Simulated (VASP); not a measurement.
Data:

```
CsBr
1.0
    4.34645     0.00000     0.00000
    0.00000     4.34645     0.00000
    0.00000     0.00000     4.34645
Cs Br
1 1
Direct
  0.00000   0.00000   0.00000
  0.50000   0.50000   0.50000
```

Level of theory: PBE0 hybrid, VASP's PBE PAW potentials (set 64) (plane waves; VASP 6.6.1). Numerical set-up: 520 eV cut-off, 4×4×4 Γ-centred mesh, Gaussian smearing of 0.050 eV, potentials Cs_sv Br.

Unless said otherwise, spin-orbit coupling is left out, though it shifts the bands of the heavy elements here.

Predict the energy per atom (σ→0), band gap (on the k-mesh) with the smallest direct gap where there is one.

```json
{
 "band gap (on the k-mesh)": "6.23 eV",
 "smallest direct gap (on the k-mesh)": "6.24 eV",
 "energy per atom (σ→0)": "-3.753 eV/atom"
}
```

Only differences to runs with the same potentials and settings are physical.

The compound is CsBr in the CsCl type structure. This cell is one point of a volume scan, at 0.97 of the reference volume. The cell's shape comes from a PBE relaxation.
